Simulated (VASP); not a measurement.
An input for Quantum ESPRESSO's pw.x (written as the equivalent of a VASP run, and not itself run):

```
&CONTROL
  calculation = 'vc-relax'
  pseudo_dir = './pseudo'
  outdir = './out'
  tprnfor = .true.
  tstress = .true.
  nstep = 60
  forc_conv_thr = 0.00078
/
&SYSTEM
  ibrav = 0
  nat = 4
  ntyp = 3
  ecutwfc = 98
  occupations = 'smearing'
  smearing = 'gaussian'
  degauss = 0.003675
  input_dft = 'vdw-df-ob86'
  nspin = 2
  starting_magnetization(1) = 0.2
  starting_magnetization(2) = -0.2
/
&ELECTRONS
  conv_thr = 7.3e-08
  electron_maxstep = 100
/
&IONS
/
&CELL
/
ATOMIC_SPECIES
  Ni1 58.693 Ni.upf
  Ni2 58.693 Ni.upf
  O 15.999 O.upf
CELL_PARAMETERS angstrom
     4.1176734    2.0566919    2.0566919
     2.0566919    4.1176734    2.0566919
     2.0566919    2.0566919    4.1176734
ATOMIC_POSITIONS crystal
  Ni1  0.0000000  0.0000000  0.0000000
  Ni2  0.5000000  0.5000000  0.5000000
  O    0.2500000  0.2500000  0.2500000
  O    0.7500000  0.7500000  0.7500000
K_POINTS automatic
  8 8 8 0 0 0
```

**Question.** Translate this input to VASP (INCAR, KPOINTS, POSCAR, choice of POTCAR).

**Answer.** One answer among several that fit: 
### INCAR
```
SYSTEM  =  NiO
PREC  =  Accurate; ENCUT  =  520; LREAL  =  .FALSE.
LASPH  =  .TRUE.
EDIFF  =  1E-6; NELM  =  100; ALGO  =  Normal
LMAXMIX  =  4
ISMEAR  =  0; SIGMA  =  0.05
GGA  =  MK; LUSE_VDW  =  .TRUE.; AGGAC  =  0.0
PARAM1  =  0.1234; PARAM2  =  1.0
MAGMOM  =  2.0 -2.0 2*0.0
ISPIN  =  2
IBRION  =  2; NSW  =  60; ISIF  =  3
EDIFFG  =  -0.02
LWAVE  =  .FALSE.; LCHARG  =  .FALSE.; LORBIT  =  10
```

KPOINTS:
```
Automatic
0
G
 8 8 8
0 0 0
```

POSCAR:
```
NiO
1.0
  4.1176733786   2.0566918643   2.0566918643
  2.0566918643   4.1176733786   2.0566918643
  2.0566918643   2.0566918643   4.1176733786
Ni O
2 2
direct
  0.0000000000   0.0000000000   0.0000000000
  0.5000000000   0.5000000000   0.5000000000
  0.2500000000   0.2500000000   0.2500000000
  0.7500000000   0.7500000000   0.7500000000
```

POTCAR, in this order: Ni O (PBE.64 set). Program: vasp_std.

The two are equivalent in intent, not identical: the potentials are each code's own (VASP's PAW set, PseudoDojo norm-conserving files in pw.x), so ENCUT and ecutwfc are chosen apart and not converted; conv_thr bounds pw.x's estimated SCF error, while EDIFF bounds the energy change between steps; starting_magnetization is a fraction of the valence charge and MAGMOM a moment in μB, so they match only roughly; forc_conv_thr acts on force components and is met together with etot_conv_thr.

The compound is NiO in the rock salt, AFM-II order structure. This run relaxes it. Symmetry was kept, so distortions that lower it aren't found. The start is the result of an earlier pass.
